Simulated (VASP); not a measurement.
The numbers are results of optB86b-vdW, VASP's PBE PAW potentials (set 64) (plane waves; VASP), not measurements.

A VASP calculation is set up with these files.

File POSCAR:
```
Ni3Al
1
    3.5202801057    -0.0000000000     0.0000000000
   -0.0000000000     3.5202801057    -0.0000000000
   -0.0000000000    -0.0000000000     3.5202801057
Al Ni
1 3
Direct
  0.0000000000   0.0000000000   0.0000000000
  0.0000000000   0.5000000000   0.5000000000
  0.5000000000   0.0000000000   0.5000000000
  0.5000000000   0.5000000000   0.0000000000
```

INCAR:
```
! general
SYSTEM  =Ni3Al
PREC    =Accurate
ENCUT   =520
LREAL   =.FALSE.
LASPH   =.TRUE.

! electronic loop
EDIFF   =1E-6
NELM    =100
ALGO    =Normal
LMAXMIX =4

! smearing
ISMEAR  =1
SIGMA   =0.1

! functional
GGA     =MK
LUSE_VDW=.TRUE.
AGGAC   =0.0
PARAM1  =0.1234
PARAM2  =1.0

! spin
ISPIN   =2
MAGMOM  =0.0 3*0.5

! ions
IBRION  =2
NSW     =60
ISIF    =3
EDIFFG  =-0.02

! output
LWAVE   =.FALSE.
LCHARG  =.FALSE.
LORBIT  =10
```

**KPOINTS**
```
Automatic mesh
0
Gamma
8 8 8
0 0 0
```

POTCAR, in this order: Al Ni (PBE.64 set). Program: vasp_std.

What VASP printed:

### OUTCAR
```
 ion  position               nearest neighbor table
   1  0.000  0.000  0.000-   2 2.49   3 2.49   4 2.49   2 2.49   3 2.49   2 2.49   4 2.49   2 2.49
                             3 2.49   4 2.49   3 2.49   4 2.49
   2  0.000  0.500  0.500-   1 2.49   3 2.49   4 2.49   1 2.49   4 2.49   1 2.49   3 2.49   1 2.49
                             3 2.49   4 2.49   4 2.49   3 2.49
   3  0.500  0.000  0.500-   1 2.49   2 2.49   4 2.49   1 2.49   4 2.49   2 2.49   4 2.49   4 2.49
                             1 2.49   2 2.49   1 2.49   2 2.49
   4  0.500  0.500  0.000-   1 2.49   2 2.49   3 2.49   2 2.49   3 2.49   1 2.49   3 2.49   3 2.49
                             1 2.49   2 2.49   2 2.49   1 2.49
  LATTYP: Found a simple cubic cell.
 ALAT       =     3.5202801057
 Subroutine PRICEL returns:
 Original cell was already a primitive cell.
 Subroutine GETGRP returns: Found 48 space group operations
The static configuration has the point symmetry O_h .
The dynamic configuration has the point symmetry O_h .
The overall configuration has the point symmetry O_h .
 Subroutine INISYM returns: Found 48 space group operations
 Subroutine IBZKPT returns following result:
 Found     35 irreducible k-points:

 Following reciprocal coordinates:
            Coordinates               Weight
  0.000000  0.000000  0.000000      1.000000
  0.125000  0.000000  0.000000      6.000000
...
```

### OSZICAR
```
       N       E                     dE             d eps       ncg     rms          rms(c)
DAV:   1     0.199826552544E+03    0.19983E+03   -0.14578E+04  2964   0.201E+03
DAV:   2    -0.720243519584E+01   -0.20703E+03   -0.19881E+03  2940   0.356E+02
DAV:   3    -0.168296456615E+02   -0.96272E+01   -0.89548E+01  3239   0.105E+02
DAV:   4    -0.170005841064E+02   -0.17094E+00   -0.17016E+00  3470   0.126E+01
DAV:   5    -0.170062987836E+02   -0.57147E-02   -0.57136E-02  3556   0.213E+00    0.198E+01
DAV:   6    -0.176643111631E+02   -0.65801E+00   -0.62064E+01  3315   0.132E+02    0.200E+01
DAV:   7    -0.129834011321E+02    0.46809E+01   -0.18650E+01  3297   0.714E+01    0.265E+00
DAV:   8    -0.129543125662E+02    0.29089E-01   -0.38481E-01  3115   0.522E+00    0.150E+00
DAV:   9    -0.129331266427E+02    0.21186E-01   -0.39272E-02  3864   0.285E+00    0.612E-01
DAV:  10    -0.129333397916E+02   -0.21315E-03   -0.23579E-03  3669   0.593E-01    0.290E-01
DAV:  11    -0.129337182553E+02   -0.37846E-03   -0.23686E-03  3610   0.785E-01    0.782E-02
DAV:  12    -0.129337300432E+02   -0.11788E-04   -0.27198E-04  3362   0.250E-01    0.386E-02
DAV:  13    -0.129337322774E+02   -0.22342E-05   -0.15118E-05  3742   0.488E-02    0.167E-02
DAV:  14    -0.129337319405E+02    0.33698E-06   -0.15559E-06  2067   0.183E-02
   1 F= -.12933732E+02 E0= -.12933229E+02  d E =-.129337E+02  mag=     0.6716
       N       E                     dE             d eps       ncg     rms          rms(c)
DAV:   1    -0.139309904770E+02   -0.99726E+00   -0.97608E+00  2970   0.509E+01    0.930E+00
DAV:   2    -0.142598757003E+02   -0.32889E+00   -0.14614E+01  3355   0.614E+01    0.926E+00
DAV:   3    -0.129435372564E+02    0.13163E+01   -0.49967E+00  3299   0.382E+01    0.163E+00
DAV:   4    -0.129373400691E+02    0.61972E-02   -0.93402E-02  3033   0.318E+00    0.103E+00
DAV:   5    -0.129340989506E+02    0.32411E-02   -0.14234E-02  3817   0.157E+00    0.369E-01
DAV:   6    -0.129342405883E+02   -0.14164E-03   -0.31124E-03  3787   0.782E-01    0.122E-01
DAV:   7    -0.129342507933E+02   -0.10205E-04   -0.36318E-04  3306   0.238E-01    0.819E-02
DAV:   8    -0.129342782759E+02   -0.27483E-04   -0.16289E-04  3555   0.212E-01    0.227E-02
DAV:   9    -0.129342824164E+02   -0.41406E-05   -0.16518E-05  3123   0.603E-02    0.240E-02
DAV:  10    -0.129342854297E+02   -0.30133E-05   -0.50403E-06  2775   0.342E-02    0.728E-03
DAV:  11    -0.129342852700E+02    0.15971E-06   -0.13022E-06  1922   0.139E-02
   2 F= -.12934285E+02 E0= -.12933737E+02  d E =-.553330E-03  mag=     0.7112
       N       E                     dE             d eps       ncg     rms          rms(c)
DAV:   1    -0.131953212830E+02   -0.26104E+00   -0.24487E+00  2965   0.246E+01    0.458E+00
DAV:   2    -0.132636917573E+02   -0.68370E-01   -0.36461E+00  3327   0.319E+01    0.475E+00
DAV:   3    -0.129472264159E+02    0.31647E+00   -0.11760E+00  3242   0.184E+01    0.569E-01
DAV:   4    -0.129443323661E+02    0.28940E-02   -0.20615E-02  3064   0.126E+00    0.356E-01
DAV:   5    -0.129430040493E+02    0.13283E-02   -0.16398E-03  3897   0.593E-01    0.108E-01
DAV:   6    -0.129429888559E+02    0.15193E-04   -0.12768E-04  3643   0.113E-01    0.463E-02
DAV:   7    -0.129429963545E+02   -0.74986E-05   -0.33616E-05  3108   0.701E-02    0.176E-02
DAV:   8    -0.129429975561E+02   -0.12016E-05   -0.21909E-06  2419   0.271E-02    0.840E-03
DAV:   9    -0.129429966665E+02    0.88963E-06   -0.62003E-07  1550   0.145E-02
   3 F= -.12942997E+02 E0= -.12942455E+02  d E =-.926473E-02  mag=     0.6927
```

### OUTCAR
```
------------------------ aborting loop because EDIFF is reached ----------------------------------------
  FORCE on cell =-STRESS in cart. coord.  units (eV):
  Direction    XX          YY          ZZ          XY          YZ          ZX
  --------------------------------------------------------------------------------------
  Total        0.0280292      0.0280292      0.0280292     -0.0000000     -0.0000000      0.0000000
  in kB        1.0105392      1.0105392      1.0105392     -0.0000000     -0.0000000      0.0000000
  external PRESSURE =       1.0105392 kB  Pullay stress =       0.0000000 kB
  volume of cell :       44.44
      direct lattice vectors                 reciprocal lattice vectors
     3.542060690  0.000000000  0.000000000     0.282321532 -0.000000000  0.000000000
     0.000000000  3.542060690  0.000000000    -0.000000000  0.282321532 -0.000000000
    -0.000000000  0.000000000  3.542060690    -0.000000000 -0.000000000  0.282321532
 POSITION                                       TOTAL-FORCE (eV/Angst)
 -----------------------------------------------------------------------------------
      0.00000      0.00000      0.00000        -0.000000     -0.000000      0.000000
      0.00000      1.77103      1.77103         0.000000      0.000000      0.000000
      1.77103      0.00000      1.77103        -0.000000      0.000000      0.000000
      1.77103      1.77103      0.00000        -0.000000     -0.000000      0.000000
 -----------------------------------------------------------------------------------
    total drift:                                0.000000      0.000000      0.000000
  FREE ENERGIE OF THE ION-ELECTRON SYSTEM (eV)
  ---------------------------------------------------
  free  energy   TOTEN  =       -12.9429966665 eV

  energy  without entropy=      -12.9413713124  energy(sigma->0) =      -12.94245488

 total charge

# of ion       s       p       d       tot
------------------------------------------
    1        0.408   0.396   0.000   0.805
    2        0.503   0.529   8.404   9.435
    3        0.503   0.529   8.404   9.435
    4        0.503   0.529   8.404   9.435
--------------------------------------------------
tot          1.916   1.982  25.212  29.111

 magnetization (x)

# of ion       s       p       d       tot
------------------------------------------
    1       -0.001  -0.008   0.000  -0.008
    2       -0.003  -0.008   0.256   0.245
    3       -0.003  -0.008   0.256   0.245
    4       -0.003  -0.008   0.256   0.245
--------------------------------------------------
tot         -0.009  -0.033   0.768   0.726

 reached required accuracy - stopping structural energy minimisation
```
(Selected blocks of OUTCAR.)

### CONTCAR
```
Ni3Al
   1.00000000000000
     3.5420606903812897    0.0000000000000000    0.0000000000000000
     0.0000000000000000    3.5420606903812897    0.0000000000000000
    -0.0000000000000000    0.0000000000000000    3.5420606903812897
  Al              Ni
     1     3
Direct
     0.0000000000000000    0.0000000000000000    0.0000000000000000
     0.0000000000000000    0.5000000000000000    0.5000000000000000
     0.5000000000000000    0.0000000000000000    0.5000000000000000
     0.5000000000000000    0.5000000000000000    0.0000000000000000
```

The compound is Ni3Al in the L1_2 structure. This run relaxes it. Symmetry was kept, so distortions that lower it aren't found. The start is the result of an earlier pass.
